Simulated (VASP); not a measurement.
```xyz
2
Lattice="3.1263 0.0000 0.0000 0.0000 3.1263 0.0000 0.0000 0.0000 3.1263" Properties=species:S:1:pos:R:3 pbc="T T T"
Nb     0.0000     0.0000     0.0000
Si     1.5632     1.5632     1.5632
```

Level of theory: PBEsol GGA, VASP's PBE PAW potentials (set 64) (plane waves; VASP 6.6.1). Run with 400 eV cut-off, Gaussian smearing of 0.050 eV, potentials Nb_sv Si.

Question: Give the energies of bands 5 to 11 at the high-symmetry points, in eV from the Fermi level.

Answer: 
| band | Γ | X | M | R |
|---|---|---|---|---|
| 5 | -11.18 | -7.97 | -8.08 | -5.22 |
| 6 | -2.76 | -6.39 | -2.87 | -5.22 |
| 7 | -2.76 | -1.56 | -2.87 | -5.22 |
| 8 | 2.35 | -1.09 | -2.24 | -3.75 |
| 9 | 2.35 | -1.09 | 0.31 | 3.98 |
| 10 | 2.43 | 2.84 | 0.31 | 3.98 |
| 11 | 2.61 | 4.41 | 4.38 | 3.98 |

It has no gap at this level: it comes out as a metal or semimetal.

The structure was generated: NbSi was put into the CsCl type (Pm-3m), which need not be its known phase. It was relaxed first. The electron count is odd and the run is not spin-polarised, which forces a metal.
